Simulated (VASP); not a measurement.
These are LDA (Ceperley-Alder, Perdew-Zunger), VASP's LDA PAW potentials (set 64) (plane waves; VASP 6.6.1) values and carry that method's errors.

VASP input:

POSCAR:
```
GaSb
1
    0.0000000000     3.0250645416     3.0250645416
    3.0250645416     0.0000000000     3.0250645416
    3.0250645416     3.0250645416     0.0000000000
Ga Sb
1 1
Direct
  0.0000000000   0.0000000000   0.0000000000
  0.2500000000   0.2500000000   0.2500000000
```

**INCAR**
```
# general
SYSTEM =GaSb
PREC   =Accurate
ENCUT  =400   # plane-wave cut-off (eV)
LREAL  =.FALSE.
LASPH  =.TRUE.   # aspherical one-centre terms
NBANDS =39

# electronic loop
EDIFF  =1E-7   # SCF stop (eV)
NELM   =100
ALGO   =Normal   # blocked Davidson
LMAXMIX=4   # l cut-off of mixed one-centre charges

# smearing
ISMEAR =0
SIGMA  =0.01   # width (eV)

# output
LWAVE  =.FALSE.
LCHARG =.FALSE.
NEDOS  =1001

# other
LOPTICS=.TRUE.
CSHIFT =0.1
```

File KPOINTS:
```
Automatic mesh
0
Gamma
17 17 17
0 0 0
```

POTCAR, in this order: Ga_d Sb (LDA.64 set). Program: vasp_std.

The resulting files:

File OSZICAR:
```
       N       E                     dE             d eps       ncg     rms          rms(c)
DAV:   1     0.126310430489E+03    0.12631E+03   -0.53845E+03 16172   0.487E+02
DAV:   2     0.717249068492E+01   -0.11914E+03   -0.10472E+03 13352   0.215E+02
DAV:   3    -0.840435078336E+01   -0.15577E+02   -0.15363E+02 15595   0.434E+01
DAV:   4    -0.879852335025E+01   -0.39417E+00   -0.39392E+00 15264   0.730E+00
DAV:   5    -0.880224108974E+01   -0.37177E-02   -0.37176E-02 15753   0.719E-01    0.344E+00
DAV:   6    -0.871154625244E+01    0.90695E-01   -0.29902E-02 19157   0.172E+00    0.198E+00
DAV:   7    -0.867414484215E+01    0.37401E-01   -0.23234E-02 15805   0.690E-01    0.298E-01
DAV:   8    -0.867386585085E+01    0.27899E-03   -0.31422E-03 14826   0.290E-01    0.131E-01
DAV:   9    -0.867393766958E+01   -0.71819E-04   -0.20366E-04 15760   0.586E-02    0.282E-02
DAV:  10    -0.867393320688E+01    0.44627E-05   -0.11029E-05 16033   0.143E-02    0.121E-02
DAV:  11    -0.867393390543E+01   -0.69855E-06   -0.16798E-06 15426   0.712E-03    0.887E-03
DAV:  12    -0.867393383301E+01    0.72419E-07   -0.23466E-07 15446   0.132E-03
   1 F= -.86739338E+01 E0= -.86739338E+01  d E =-.375396E-15
 imaginary and real dielectric function
```

### OUTCAR
```
------------------------ aborting loop because EDIFF is reached ----------------------------------------
  FORCE on cell =-STRESS in cart. coord.  units (eV):
  Direction    XX          YY          ZZ          XY          YZ          ZX
  --------------------------------------------------------------------------------------
  Total        0.0039489      0.0039489      0.0039489      0.0000000      0.0000000      0.0000000
  in kB        0.1142748      0.1142748      0.1142748      0.0000000      0.0000000      0.0000000
  external PRESSURE =       0.1142748 kB  Pullay stress =       0.0000000 kB
  volume of cell :       55.36
      direct lattice vectors                 reciprocal lattice vectors
     0.000000000  3.025064542  3.025064542    -0.165285730  0.165285730  0.165285730
     3.025064542  0.000000000  3.025064542     0.165285730 -0.165285730  0.165285730
     3.025064542  3.025064542  0.000000000     0.165285730  0.165285730 -0.165285730
  FREE ENERGIE OF THE ION-ELECTRON SYSTEM (eV)
  ---------------------------------------------------
  free  energy   TOTEN  =        -8.6739338330 eV

  energy  without entropy=       -8.6739338330  energy(sigma->0) =       -8.67393383

 plasma frequency squared (from intraband transitions) (eV^2)
  --------------------------------------------------------------------------------------
       0.000      -0.000      -0.000
      -0.000       0.000      -0.000
      -0.000      -0.000       0.000

 plasma frequency squared (from interband transitions, int dw w eps(2)(w)) (eV^2)
  --------------------------------------------------------------------------------------
     243.064       0.000       0.000       0.000      -0.000       0.000
       0.000      -0.000     243.064       0.000       0.000       0.000
      -0.000      -0.000       0.000      -0.000     243.064       0.000
```
(Selected blocks of OUTCAR.)

The dielectric response may not be converged in the k-mesh; for small gaps it tends to come out too large.

The compound is GaSb in the zinc blende structure. It was relaxed first.
